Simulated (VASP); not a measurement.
Method: optB88-vdW, VASP's PBE PAW potentials (set 64) (plane waves; VASP).

VASP input:

### INCAR
```
AGGAC  =  0.0
ISIF  =  2   ! forces and stress, cell fixed
LREAL  =  .False.   ! projection in real space or not
LASPH  =  .True.
ENCUT  =  520   ! plane-wave cut-off (eV)
NELM  =  100   ! most electronic steps
LCHARG  =  .True.
PREC  =  Accurate
LWAVE  =  .False.
NEDOS  =  601   ! DOS grid
GGA  =  BO
ISMEAR  =  -5   ! tetrahedra, Bloechl
ALGO  =  Normal   ! blocked Davidson
PARAM1  =  0.1833333333
LORBIT  =  11
PARAM2  =  0.22
LUSE_VDW  =  .True.
SYSTEM  =  CoAl
EDIFF  =  1E-7
LMAXMIX  =  4
```

**POSCAR**
```
CoAl
2.8440420
  1.0000000075   0.0000000000   0.0000000000
  0.0000000000   1.0000000075   0.0000000000
  0.0000000000   0.0000000000   1.0000000075
Al Co
1 1
Cart
  0.5000000037   0.5000000037   0.5000000037
  0.0000000000   0.0000000000   0.0000000000
```

**KPOINTS**
```
Automatic mesh
0
Gamma
14 14 14
0 0 0
```

POTCAR, in this order: Al Co (PBE.64 set). Program: vasp_std.

The run wrote:

### OSZICAR
```
       N       E                     dE             d eps       ncg     rms          rms(c)
DAV:   1     0.409449651544E+02    0.40945E+02   -0.54217E+03  2408   0.127E+03
DAV:   2    -0.782251614091E+01   -0.48767E+02   -0.46556E+02  2428   0.192E+02
DAV:   3    -0.914650530614E+01   -0.13240E+01   -0.13139E+01  2826   0.414E+01
DAV:   4    -0.917251513489E+01   -0.26010E-01   -0.26044E-01  3026   0.519E+00
DAV:   5    -0.917330591502E+01   -0.79078E-03   -0.79015E-03  2844   0.889E-01    0.112E+01
DAV:   6    -0.113176740567E+02   -0.21444E+01   -0.55872E+01  2728   0.112E+02    0.151E+01
DAV:   7    -0.790913905417E+01    0.34085E+01   -0.25621E+01  2638   0.723E+01    0.172E+00
DAV:   8    -0.790195755757E+01    0.71815E-02   -0.16383E-01  2528   0.373E+00    0.101E+00
DAV:   9    -0.789237097153E+01    0.95866E-02   -0.35587E-02  2910   0.287E+00    0.230E-01
DAV:  10    -0.789212813381E+01    0.24284E-03   -0.98205E-04  3300   0.419E-01    0.979E-02
DAV:  11    -0.789213538674E+01   -0.72529E-05   -0.21094E-05  2920   0.524E-02    0.145E-02
DAV:  12    -0.789213039521E+01    0.49915E-05   -0.64364E-06  3166   0.330E-02    0.687E-03
DAV:  13    -0.789212988538E+01    0.50983E-06   -0.21271E-07  1588   0.520E-03    0.172E-03
DAV:  14    -0.789212996630E+01   -0.80927E-07   -0.39289E-08  1260   0.319E-03
   1 F= -.78921300E+01 E0= -.78921300E+01  d E =0.000000E+00
```

File OUTCAR:
```
------------------------ aborting loop because EDIFF is reached ----------------------------------------
  FORCE on cell =-STRESS in cart. coord.  units (eV):
  Direction    XX          YY          ZZ          XY          YZ          ZX
  --------------------------------------------------------------------------------------
  Total        0.0015800      0.0015800      0.0015800      0.0000000     -0.0000000      0.0000000
  in kB        0.1100409      0.1100409      0.1100409      0.0000000     -0.0000000      0.0000000
  external PRESSURE =       0.1100409 kB  Pullay stress =       0.0000000 kB
  volume of cell :       23.00
      direct lattice vectors                 reciprocal lattice vectors
     2.844042021  0.000000000  0.000000000     0.351612245  0.000000000  0.000000000
     0.000000000  2.844042021  0.000000000     0.000000000  0.351612245  0.000000000
     0.000000000  0.000000000  2.844042021     0.000000000  0.000000000  0.351612245
 POSITION                                       TOTAL-FORCE (eV/Angst)
 -----------------------------------------------------------------------------------
      1.42202      1.42202      1.42202         0.000000      0.000000      0.000000
      0.00000      0.00000      0.00000         0.000000      0.000000      0.000000
 -----------------------------------------------------------------------------------
    total drift:                                0.000000      0.000000      0.000000
  FREE ENERGIE OF THE ION-ELECTRON SYSTEM (eV)
  ---------------------------------------------------
  free  energy   TOTEN  =        -7.8921299663 eV

  energy  without entropy=       -7.8921299663  energy(sigma->0) =       -7.89212997

 total charge

# of ion       s       p       d       tot
------------------------------------------
    1        0.392   0.429   0.000   0.822
    2        0.436   0.511   7.542   8.488
--------------------------------------------------
tot          0.828   0.940   7.542   9.310
```
(Selected blocks of OUTCAR.)

OUTCAR:
```
 val. band max:       10.6671384043   @ k =   0.5000   0.3571   0.2857

 cond. band min:      10.5803439808   @ k =   0.5000   0.3571   0.0714


 Fermi energy:        10.6146997560

 k-point     1 :       0.0000    0.0000    0.0000
  band No.  band energies     occupation
      1      -0.4947      2.00000
      2       7.6080      2.00000
      3       7.6080      2.00000
      4       9.6755      2.00000
      5       9.6755      2.00000
      6       9.6756      2.00000
      7      16.5614      0.00000
      8      16.5614      0.00000
      9      16.5614      0.00000
     10      19.4526      0.00000

 k-point     2 :       0.0714    0.0000    0.0000
  band No.  band energies     occupation
      1      -0.3975      2.00000
      2       7.5995      2.00000
      3       7.6347      2.00000
      4       9.6233      2.00000
      5       9.6234      2.00000
      6       9.6810      2.00000
      7      15.6516      0.00000
      8      16.6971      0.00000
      9      16.6971      0.00000
     10      19.4395      0.00000

 k-point     3 :       0.1429    0.0000    0.0000
  band No.  band energies     occupation
      1      -0.1077      2.00000
      2       7.5462      2.00000
      3       7.7105      2.00000
      4       9.4835      2.00000
      5       9.4835      2.00000
      6       9.6965      2.00000
      7      14.1159      0.00000
      8      17.0883      0.00000
      9      17.0884      0.00000
     10      19.4011      0.00000

 k-point     4 :       0.2143    0.0000    0.0000
  band No.  band energies     occupation
      1       0.3696      2.00000
      2       7.3576      2.00000
      3       7.8231      2.00000
      4       9.2959      2.00000
      5       9.2959      2.00000
      6       9.7189      2.00000
      7      12.6946      0.00000
      8      17.6976      0.00000
      9      17.6976      0.00000
     10      19.3400      0.00000

 k-point     5 :       0.2857    0.0000    0.0000
...
```

For a metal the tetrahedron method with Blöchl corrections gives inexact stress and forces.

The compound is CoAl in the CsCl type structure. It was relaxed first. The run is not spin-polarised, so no magnetic state was tried.
